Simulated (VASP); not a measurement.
An input for Ansatz (written as the equivalent of a VASP run, and not itself run):

Ansatz 0.2 input:
```yaml
crystal:
  lattice:
    - [3.1130505, 0.0000000, 0.0000000]
    - [0.0000000, 3.1130505, 0.0000000]
    - [0.0000000, 0.0000000, 3.1130505]
  atoms:
    - { symbol: In, position: [0.5000000, 0.5000000, 0.5000000] }
    - { symbol: Pd, position: [0.0000000, 0.0000000, 0.0000000] }
kpoints:
  mp_grid: { grid: [12, 12, 12] }
hamiltonian:
  xc: lda
  pseudopotentials: { kind: paw }
scf:
  occupations: { method: methfessel_paxton, width: 0.1 }
  max_iter: 100
relax:
  max_steps: 40
  f_tol: 0.02
  cell: { p_target: 30 }
output: { forces: true, stress: true, eigenvalues: true }
```

### Question
Write the VASP files for the same calculation (LDA).

### Answer
One answer among several that fit: 
File KPOINTS:
```
Automatic mesh
0
Gamma
12 12 12
0 0 0
```

File POSCAR:
```
PdIn
1.0
  3.1130504907   0.0000000000   0.0000000000
  0.0000000000   3.1130504907   0.0000000000
  0.0000000000   0.0000000000   3.1130504907
In Pd
1 1
direct
  0.5000000000   0.5000000000   0.5000000000
  0.0000000000   0.0000000000   0.0000000000
```

**INCAR**
```
EDIFF=1E-6
ISIF=3   ! ions, shape and volume
ENCUT=500   ! plane-wave cut-off (eV)
PREC=Accurate
ISMEAR=1
LASPH=.TRUE.   ! aspherical one-centre terms
ALGO=Normal   ! blocked Davidson
NSW=40   ! most ionic steps
LMAXMIX=4   ! l cut-off of mixed one-centre charges
NELM=100   ! most electronic steps
SIGMA=0.1
SYSTEM=PdIn
PSTRESS=300   ! kbar
EDIFFG=-0.02
LCHARG=.FALSE.
IBRION=2
LWAVE=.FALSE.
LREAL=.FALSE.   ! projection in real space or not
```

POTCAR, in this order: In_d Pd (LDA.64 set). Program: vasp_std.

Limits of the translation: each code has its own PAW files, so the cut-off isn't converted (ENCUT is set for VASP's; basis.ecutwfc is left out, and Ansatz then takes the one that its files recommend); Ansatz stops its SCF on the density residual and VASP on the energy change (EDIFF); Ansatz's lda is the Perdew-Wang form, while the LDA potentials of VASP carry Perdew-Zunger's.

The compound is PdIn in the CsCl type structure. This run relaxes it under an external pressure of 30 GPa. Symmetry was kept, so distortions that lower it aren't found.
